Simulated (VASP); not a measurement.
```yaml
crystal:
  lattice:
    - [0.00000, 2.67700, 2.67700]
    - [2.67700, 0.00000, 2.67700]
    - [2.67700, 2.67700, 0.00000]
  atoms:
    - { symbol: Ca, position: [0.00000, 0.00000, 0.00000] }
    - { symbol: F, position: [0.25000, 0.25000, 0.25000] }
    - { symbol: F, position: [0.75000, 0.75000, 0.75000] }
```

These are optB88-vdW, VASP's PBE PAW potentials (set 64) (plane waves; VASP) values and carry that method's errors. Run with 520 eV cut-off, 7×7×7 Γ-centred mesh, Gaussian smearing of 0.050 eV, potentials Ca_sv F.

Estimate the energy per atom (σ→0), pressure.

| Item | Value |
|---|---|
| energy per atom (σ→0) | -3.843 eV/atom |
| pressure | 6.04 GPa |

Total energies compare only between runs with the same potentials, cut-off and functional.

The compound is CaF2 in the fluorite structure. This cell is one point of a volume scan, at 0.94 of the reference volume.
